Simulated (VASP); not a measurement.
A run of VASP 6.6.1 is set up as follows.

Contents of INCAR:

```
SYSTEM = CdAg
ALGO = Normal
DIPOL = 0.5 0.5 0.294
EDIFF = 1E-7
EFIELD = 0.3
ENCUT = 520
GGA = PE
IDIPOL = 3
ISIF = 2
ISMEAR = -1
LASPH = .TRUE.
LCHARG = .FALSE.
LDIPOL = .TRUE.
LREAL = .FALSE.
LVACPOTAV = .TRUE.
LVHAR = .TRUE.
LWAVE = .FALSE.
NELM = 80
PREC = Accurate
SIGMA = 0.05
```

Contents of KPOINTS:

```
k-points
0
G
  7 7 1
  0 0 0
```

POSCAR

```
CdAg
1.0
    4.7568800000      0.0000000000      0.0000000000
   -2.3784400000      4.1195800000      0.0000000000
    0.0000000000      0.0000000000     23.8000000000
Cd Ag
1 1
Direct
    0.3333300000      0.6666700000      0.2941200000
    0.0000000000      0.0000000000      0.2941200000
```

Potentials or basis: VASP PAW PBE potentials, release 64 (Cd, Ag).

Run with:

```bash
$ cat potpaw_PBE.64/Cd/POTCAR potpaw_PBE.64/Ag/POTCAR > POTCAR
$ mpirun -np 1 vasp_std > vasp.out
```

(1) Estimate the band gap on the k mesh.

(2) Estimate the largest force.

Results:

(1) none (metal or under the smearing width).

(2) 0.012 eV/Å.
